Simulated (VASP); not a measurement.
Given:

```
KTaO3
1.0
    4.00824     0.00000     0.00000
    0.00000     4.00824     0.00000
    0.00000     0.00000     4.00824
K Ta O
1 1 3
Direct
  0.00000   0.00000   0.00000
  0.50000   0.50000   0.50000
  0.50000   0.00000   0.50000
  0.00000   0.50000   0.50000
  0.50000   0.50000   0.00000
```

Computed with PBE GGA with D3 dispersion (Becke-Johnson damping), VASP's PBE PAW potentials (set 64) (plane waves; VASP). Numerical set-up: 520 eV cut-off, Gaussian smearing of 0.050 eV, potentials K_sv Ta_pv O.

Unless said otherwise, spin-orbit coupling is left out, though it shifts the bands of the heavy elements here.

Problem. Give the energies of bands 11 to 22 at the high-symmetry points, in eV from the valence-band maximum.

Solution. 
| band | Γ | X | M | R |
|---|---|---|---|---|
| 11 | -2.43 | -5.39 | -5.47 | -5.50 |
| 12 | -2.43 | -2.51 | -5.33 | -5.32 |
| 13 | -2.43 | -2.51 | -4.47 | -5.32 |
| 14 | -1.04 | -2.31 | -2.77 | -3.86 |
| 15 | -1.04 | -2.31 | -2.77 | -3.86 |
| 16 | -1.04 | -2.10 | -1.68 | -3.86 |
| 17 | -0.63 | -1.48 | -1.41 | 0.00 |
| 18 | -0.63 | -0.85 | -1.41 | 0.00 |
| 19 | -0.63 | -0.85 | -0.04 | 0.00 |
| 20 | 2.14 | 2.29 | 4.96 | 6.34 |
| 21 | 2.14 | 4.92 | 4.96 | 6.34 |
| 22 | 2.14 | 4.92 | 6.21 | 6.34 |

The gap is indirect, 2.14 eV, from the valence maximum at R to the conduction minimum at Γ.

Measured: gap 3.64 eV (computed value off by -1.50 eV), as given by Burak Himmetoglu et al., Journal of Physics Condensed Matter (2016), arXiv:1601.06205.

The compound is KTaO3 in the cubic perovskite structure. It was relaxed first.
